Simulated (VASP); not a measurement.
Set up this calculation in VASP 6.6.1, as an ASE script.

```yaml
Task: equation of state
Functional: revPBE
Dispersion: D3
Potentials_or_basis: VASP PAW PBE potentials, release 64 (Ta, Cu)
Cutoff: 500 eV
k_mesh: 9 × 9 × 9
Occupations: methfessel-paxton, width 0.2 eV
Spin: no spin polarisation
Further_INCAR_settings: ADDGRID = .TRUE.; ALGO = Fast; EDIFF = 1.00e-07
```

The structure of Ta3Cu lies in Ta3Cu.cif:

```cif
data_Ta3Cu
_cell_length_a 5.07551332
_cell_length_b 5.07551332
_cell_length_c 5.07551332
_cell_angle_alpha 133.42678000
_cell_angle_beta 133.42678000
_cell_angle_gamma 67.98470610
_space_group_name_H-M_alt 'P1'
_space_group_name_Hall 'P 1'
_space_group_IT_number 1
loop_
_space_group_symop_operation_xyz
'x,y,z'
loop_
_atom_site_label
_atom_site_type_symbol
_atom_site_symmetry_multiplicity
_atom_site_Wyckoff_symbol
_atom_site_fract_x
_atom_site_fract_y
_atom_site_fract_z
_atom_site_occupancy
Ta1 Ta 1 a 0.5000000000 0.5000000000 0.0000000000 1
Ta2 Ta 1 a 0.2500000000 0.7500000000 0.5000000000 1
Ta3 Ta 1 a 0.7500000000 0.2500000000 0.5000000000 1
Cu1 Cu 1 a 0.0000000000 0.0000000000 0.0000000000 1
```

The cell comes from a database or a generator and needn't be the stable form of this composition.

One way to write it, as run:

run.py

```python
from ase.calculators.vasp import Vasp
from ase.eos import EquationOfState
from ase.io import Trajectory
from ase.io import read
from ase.units import GPa

atoms = read('Ta3Cu.cif')
calc = Vasp(
    directory='calc',
    xc='revpbe',
    pp='PBE',
    setups='minimal',
    prec='Accurate',
    encut=500,
    ediff=1e-07,
    ismear=1,
    sigma=0.2,
    lreal=False,
    lasph=True,
    nelm=60,
    algo='Fast',
    isif=2,
    lwave=False,
    lcharg=False,
    ivdw=11,
    addgrid=True,
    kpts=[9, 9, 9],
    gamma=True,
)
atoms.calc = calc
cell = atoms.cell.copy()
volumes, energies = [], []
traj = Trajectory('eos.traj', 'w')
for x in [0.94, 0.96, 0.98, 1.0, 1.02, 1.04, 1.06]:
    atoms.set_cell(cell * x ** (1 / 3), scale_atoms=True)
    volumes.append(atoms.get_volume())
    energies.append(atoms.get_potential_energy())
    traj.write(atoms)
    print(f'{x:5.2f} {volumes[-1]:12.5f} {energies[-1]:14.6f}')

v0, e0, B = EquationOfState(volumes, energies, eos='vinet').fit()
print(f'V0 = {v0:.4f} A^3, E0 = {e0:.6f} eV, B = {B / GPa:.2f} GPa')
```

Potentials or basis: VASP PAW PBE potentials, release 64 (Ta, Cu).

Run with:

```bash
$ python run.py
```

Results of the run:

```yaml
Equilibrium_volume: 16.02 Å³/atom
Bulk_modulus_at_fixed_shape_and_positions: 203 GPa
Pressure_derivative_of_the_bulk_modulus: 4.2
```

Caveat: the cell was scaled at fixed shape and fractional positions, which overstates the stiffness of a crystal with free parameters, most of all of layers and chains; the PAW data sets were made with another functional, which shifts forces and pressure a little.

It took 14 min on 1 thread of Intel(R) Xeon(R) 6975P-C (Granite Rapids), with other jobs on the host, peak memory 0.5 GiB.
